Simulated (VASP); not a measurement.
```
Cu
1.0
    0.00000     1.81585     1.81585
    1.81585     0.00000     1.81585
    1.81585     1.81585     0.00000
Cu
1
Direct
  0.00000   0.00000   0.00000
```

Computed with PBE GGA, VASP's PBE PAW potentials (set 64) (plane waves; VASP). Settings: 520 eV cut-off, 17×17×17 Γ-centred mesh, first-order Methfessel-Paxton smearing of 0.10 eV, potentials Cu.

What does the run give for the energy per atom (σ→0), band gap (on the k-mesh) with the smallest direct gap where there is one?

The band gap (on the k-mesh) is none (metal, semimetal or under 0.01 eV) and the energy per atom (σ→0) is -3.726 eV/atom.

The absolute energy has meaning only against runs of the same code, potentials and settings.

The compound is Cu in the fcc structure. It was relaxed first.
